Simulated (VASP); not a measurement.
These are revPBE GGA, VASP's PBE PAW potentials (set 64) (plane waves; VASP 6.6.1) values and carry that method's errors.

A VASP calculation is set up with these files.

INCAR:
```
# general
SYSTEM  = WS2
PREC    = Accurate
ENCUT   = 520
LREAL   = .False.
LASPH   = .True.

# electronic loop
EDIFF   = 1E-7
NELM    = 100
ALGO    = Normal
LMAXMIX = 6

# smearing
ISMEAR  = 0
SIGMA   = 0.05

# functional
GGA     = RE

# ions
IBRION  = 2
NSW     = 30
ISIF    = 4
EDIFFG  = -0.01

# output
LWAVE   = .False.
LCHARG  = .False.
```

POSCAR:
```
WS2
1
    1.5853611627    -2.7459260594     0.0000000000
    1.5853611627     2.7459260594     0.0000000000
    0.0000000000     0.0000000000    15.9020945057
W S
2 4
Direct
  0.3333330000   0.6666670000   0.2500000000
  0.6666670000   0.3333330000   0.7500000000
  0.3333330000   0.6666670000   0.8479124447
  0.6666670000   0.3333330000   0.3479124447
  0.6666670000   0.3333330000   0.1520875553
  0.3333330000   0.6666670000   0.6520875553
```

**KPOINTS**
```
Automatic
0
Gamma
 8 8 2
```

POTCAR, in this order: W_sv S (PBE.64 set). Program: vasp_std.

Output

File OSZICAR:
```
...
DAV:   3    -0.469879378717E+02   -0.33414E+02   -0.33200E+02  1603   0.984E+01
DAV:   4    -0.479443151357E+02   -0.95638E+00   -0.95478E+00  1540   0.175E+01
DAV:   5    -0.479764238757E+02   -0.32109E-01   -0.32099E-01  1615   0.319E+00    0.386E+01
DAV:   6    -0.456155799267E+02    0.23608E+01   -0.13868E+01  1414   0.217E+01    0.174E+01
DAV:   7    -0.453836012075E+02    0.23198E+00   -0.31352E+00  1495   0.839E+00    0.634E+00
DAV:   8    -0.452963946508E+02    0.87207E-01   -0.49248E-01  1646   0.422E+00    0.176E+00
DAV:   9    -0.452975924999E+02   -0.11978E-02   -0.45168E-02  1691   0.112E+00    0.960E-01
DAV:  10    -0.452961102812E+02    0.14822E-02   -0.24822E-02  1638   0.973E-01    0.221E-01
DAV:  11    -0.452958086180E+02    0.30166E-03   -0.33777E-03  1518   0.366E-01    0.134E-01
DAV:  12    -0.452958184814E+02   -0.98634E-05   -0.19541E-04  1579   0.831E-02    0.557E-02
DAV:  13    -0.452958068703E+02    0.11611E-04   -0.24248E-04  1471   0.848E-02    0.366E-02
DAV:  14    -0.452958074316E+02   -0.56131E-06   -0.28334E-05  1753   0.265E-02    0.148E-02
DAV:  15    -0.452958074226E+02    0.90095E-08   -0.34366E-06  1532   0.122E-02    0.694E-03
DAV:  16    -0.452958079624E+02   -0.53986E-06   -0.12968E-06  1339   0.754E-03    0.171E-03
DAV:  17    -0.452958080168E+02   -0.54437E-07   -0.89594E-08  1042   0.166E-03
   1 F= -.45295808E+02 E0= -.45295808E+02  d E =-.452958E+02
       N       E                     dE             d eps       ncg     rms          rms(c)
DAV:   1    -0.453104437196E+02   -0.14636E-01   -0.28562E+00  1268   0.675E+00    0.160E+00
DAV:   2    -0.453226127976E+02   -0.12169E-01   -0.15419E-01  1515   0.172E+00    0.717E-01
DAV:   3    -0.453219435483E+02    0.66925E-03   -0.51695E-03  1531   0.420E-01    0.485E-01
DAV:   4    -0.453218994917E+02    0.44057E-04   -0.29444E-03  1614   0.301E-01    0.140E-01
DAV:   5    -0.453217578333E+02    0.14166E-03   -0.67563E-04  1598   0.146E-01    0.504E-02
DAV:   6    -0.453217481019E+02    0.97313E-05   -0.95955E-05  1478   0.454E-02    0.456E-02
DAV:   7    -0.453217480499E+02    0.52058E-07   -0.99728E-06  1575   0.139E-02    0.166E-02
DAV:   8    -0.453217472254E+02    0.82451E-06   -0.16448E-06  1346   0.606E-03    0.148E-02
DAV:   9    -0.453217464605E+02    0.76488E-06   -0.94139E-07  1454   0.552E-03    0.781E-03
DAV:  10    -0.453217464450E+02    0.15496E-07   -0.12844E-07  1100   0.218E-03
   2 F= -.45321746E+02 E0= -.45321746E+02  d E =-.259384E-01
       N       E                     dE             d eps       ncg     rms          rms(c)
DAV:   1    -0.453217537660E+02   -0.73055E-05   -0.13814E-03  1408   0.147E-01    0.367E-02
DAV:   2    -0.453217602086E+02   -0.64426E-05   -0.70660E-05  1549   0.369E-02    0.153E-02
DAV:   3    -0.453217602488E+02   -0.40232E-07   -0.16923E-06  1369   0.761E-03    0.106E-02
DAV:   4    -0.453217607437E+02   -0.49485E-06   -0.10967E-06  1484   0.568E-03    0.359E-03
DAV:   5    -0.453217605821E+02    0.16156E-06   -0.27998E-07  1208   0.318E-03    0.140E-03
DAV:   6    -0.453217605606E+02    0.21519E-07   -0.35194E-08   942   0.104E-03
   3 F= -.45321761E+02 E0= -.45321761E+02  d E =-.259525E-01
       N       E                     dE             d eps       ncg     rms          rms(c)
DAV:   1    -0.453967150774E+02   -0.74954E-01   -0.31273E+00  1256   0.112E+01    0.191E+00
DAV:   2    -0.453515089060E+02    0.45206E-01   -0.25979E-01  1337   0.304E+00    0.894E-01
DAV:   3    -0.453429789392E+02    0.85300E-02   -0.15962E-02  1489   0.763E-01    0.460E-01
DAV:   4    -0.453377724419E+02    0.52065E-02   -0.15893E-02  1435   0.625E-01    0.222E-01
DAV:   5    -0.453374347965E+02    0.33765E-03   -0.13265E-03  1626   0.223E-01    0.103E-01
DAV:   6    -0.453371166233E+02    0.31817E-03   -0.27594E-04  1626   0.818E-02    0.387E-02
DAV:   7    -0.453370294468E+02    0.87176E-04   -0.11999E-04  1537   0.446E-02    0.310E-02
DAV:   8    -0.453370180186E+02    0.11428E-04   -0.26799E-05  1490   0.297E-02    0.117E-02
DAV:   9    -0.453370181336E+02   -0.11502E-06   -0.66361E-06  1424   0.133E-02    0.726E-03
DAV:  10    -0.453370186518E+02   -0.51815E-06   -0.70192E-07  1311   0.594E-03    0.236E-03
DAV:  11    -0.453370187906E+02   -0.13879E-06   -0.22995E-07  1213   0.353E-03    0.827E-04
DAV:  12    -0.453370187764E+02    0.14172E-07   -0.20908E-08   984   0.982E-04
   4 F= -.45337019E+02 E0= -.45337019E+02  d E =-.152582E-01
       N       E                     dE             d eps       ncg     rms          rms(c)
DAV:   1    -0.453982955101E+02   -0.61277E-01   -0.29658E+00  1256   0.109E+01    0.185E+00
DAV:   2    -0.453555217523E+02    0.42774E-01   -0.24378E-01  1337   0.294E+00    0.865E-01
DAV:   3    -0.453473977219E+02    0.81240E-02   -0.15098E-02  1482   0.736E-01    0.446E-01
DAV:   4    -0.453425611713E+02    0.48366E-02   -0.14854E-02  1422   0.602E-01    0.212E-01
DAV:   5    -0.453422689829E+02    0.29219E-03   -0.12391E-03  1611   0.215E-01    0.968E-02
DAV:   6    -0.453420134171E+02    0.25557E-03   -0.23924E-04  1590   0.783E-02    0.372E-02
DAV:   7    -0.453419464563E+02    0.66961E-04   -0.10562E-04  1537   0.432E-02    0.294E-02
DAV:   8    -0.453419404347E+02    0.60216E-05   -0.23310E-05  1482   0.290E-02    0.112E-02
DAV:   9    -0.453419411983E+02   -0.76357E-06   -0.57729E-06  1411   0.126E-02    0.704E-03
DAV:  10    -0.453419417591E+02   -0.56081E-06   -0.64748E-07  1325   0.576E-03    0.222E-03
DAV:  11    -0.453419419049E+02   -0.14579E-06   -0.19932E-07  1176   0.338E-03    0.740E-04
DAV:  12    -0.453419418962E+02    0.86629E-08   -0.20052E-08   956   0.987E-04
   5 F= -.45341942E+02 E0= -.45341942E+02  d E =-.201813E-01
       N       E                     dE             d eps       ncg     rms          rms(c)
DAV:   1    -0.453420308441E+02   -0.88939E-04   -0.49224E-03  1270   0.446E-01    0.785E-02
DAV:   2    -0.453419595629E+02    0.71281E-04   -0.40999E-04  1400   0.121E-01    0.360E-02
DAV:   3    -0.453419459632E+02    0.13600E-04   -0.24611E-05  1489   0.300E-02    0.186E-02
DAV:   4    -0.453419366957E+02    0.92675E-05   -0.28449E-05  1464   0.262E-02    0.955E-03
DAV:   5    -0.453419364583E+02    0.23741E-06   -0.18132E-06  1532   0.832E-03    0.489E-03
DAV:   6    -0.453419361797E+02    0.27859E-06   -0.57118E-07  1441   0.379E-03    0.254E-03
DAV:   7    -0.453419360789E+02    0.10078E-06   -0.17187E-07  1122   0.243E-03    0.137E-03
DAV:   8    -0.453419361316E+02   -0.52639E-07   -0.84965E-08   944   0.176E-03
   6 F= -.45341936E+02 E0= -.45341936E+02  d E =-.201756E-01
       N       E                     dE             d eps       ncg     rms          rms(c)
DAV:   1    -0.453418982209E+02    0.37858E-04   -0.10734E-02  1275   0.398E-01    0.101E-01
DAV:   2    -0.453419407860E+02   -0.42565E-04   -0.55320E-04  1499   0.104E-01    0.408E-02
DAV:   3    -0.453419389108E+02    0.18753E-05   -0.11254E-05  1507   0.189E-02    0.287E-02
DAV:   4    -0.453419374248E+02    0.14859E-05   -0.76864E-06  1462   0.141E-02    0.100E-02
DAV:   5    -0.453419374293E+02   -0.45084E-08   -0.19535E-06  1283   0.770E-03    0.492E-03
DAV:   6    -0.453419374217E+02    0.76634E-08   -0.15746E-07   975   0.191E-03
   7 F= -.45341937E+02 E0= -.45341937E+02  d E =-.129010E-05
       N       E                     dE             d eps       ncg     rms          rms(c)
DAV:   1    -0.453419460480E+02   -0.86187E-05   -0.27110E-03  1289   0.200E-01    0.508E-02
DAV:   2    -0.453419584174E+02   -0.12369E-04   -0.13874E-04  1507   0.524E-02    0.205E-02
DAV:   3    -0.453419585331E+02   -0.11572E-06   -0.27811E-06  1355   0.936E-03    0.144E-02
DAV:   4    -0.453419593503E+02   -0.81725E-06   -0.19274E-06  1288   0.714E-03    0.504E-03
DAV:   5    -0.453419590352E+02    0.31512E-06   -0.49872E-07  1213   0.399E-03    0.244E-03
DAV:   6    -0.453419590293E+02    0.59081E-08   -0.40548E-08   823   0.110E-03
   8 F= -.45341959E+02 E0= -.45341959E+02  d E =-.228977E-04
```

File OUTCAR:
```
------------------------ aborting loop because EDIFF is reached ----------------------------------------
  FORCE on cell =-STRESS in cart. coord.  units (eV):
  Direction    XX          YY          ZZ          XY          YZ          ZX
  --------------------------------------------------------------------------------------
  Total        0.1082299      0.1082299      0.1436295      0.0000000     -0.0000000      0.0000000
  in kB        1.2524383      1.2524383      1.6620840      0.0000000     -0.0000000      0.0000000
  external PRESSURE =       1.3889869 kB  Pullay stress =       0.0000000 kB
  volume of cell :      138.45
      direct lattice vectors                 reciprocal lattice vectors
     1.601185586 -2.773334760  0.000000000     0.312268612 -0.180288369 -0.000000000
     1.601185586  2.773334760  0.000000000     0.312268612  0.180288369 -0.000000000
     0.000000000 -0.000000000 15.589328795    -0.000000000 -0.000000000  0.064146444
 POSITION                                       TOTAL-FORCE (eV/Angst)
 -----------------------------------------------------------------------------------
      1.60119      0.92445      3.89733         0.000000      0.000000      0.000000
      1.60119     -0.92445     11.69200        -0.000000     -0.000000      0.000000
      1.60119      0.92445     13.26398         0.000000     -0.000000      0.001168
      1.60119     -0.92445      5.46932        -0.000000      0.000000      0.001168
      1.60119     -0.92445      2.32535         0.000000      0.000000     -0.001168
      1.60119      0.92445     10.12001         0.000000     -0.000000     -0.001168
 -----------------------------------------------------------------------------------
    total drift:                               -0.000169      0.001253     -0.000035
  FREE ENERGIE OF THE ION-ELECTRON SYSTEM (eV)
  ---------------------------------------------------
  free  energy   TOTEN  =       -45.3419590293 eV

  energy  without entropy=      -45.3419590293  energy(sigma->0) =      -45.34195903

 reached required accuracy - stopping structural energy minimisation
```
(Selected blocks of OUTCAR.)

**CONTCAR**
```
WS2
   1.00000000000000
     1.6011855856876560   -2.7733347600118403    0.0000000000000000
     1.6011855856876560    2.7733347600118403    0.0000000000000000
     0.0000000000000000   -0.0000000000000000   15.5893287948822614
  W               S
     2     4
Direct
     0.3333330000000032    0.6666669999999968    0.2500000000000000
     0.6666669999999968    0.3333330000000032    0.7500000000000000
     0.3333330000000032    0.6666669999999968    0.8508372036802714
     0.6666669999999968    0.3333330000000032    0.3508372036802714
     0.6666669999999968    0.3333330000000032    0.1491627963197286
     0.3333330000000032    0.6666669999999968    0.6491627963197286
```

Without a dispersion term in the relaxation, distances and binding between the weakly bound layers, chains or molecules are unreliable, and so is what depends on them.

The compound is WS2 in the 2H layered structure. This cell is one point of a volume scan, at 0.97 of the reference volume. Symmetry was kept, so distortions that lower it aren't found.
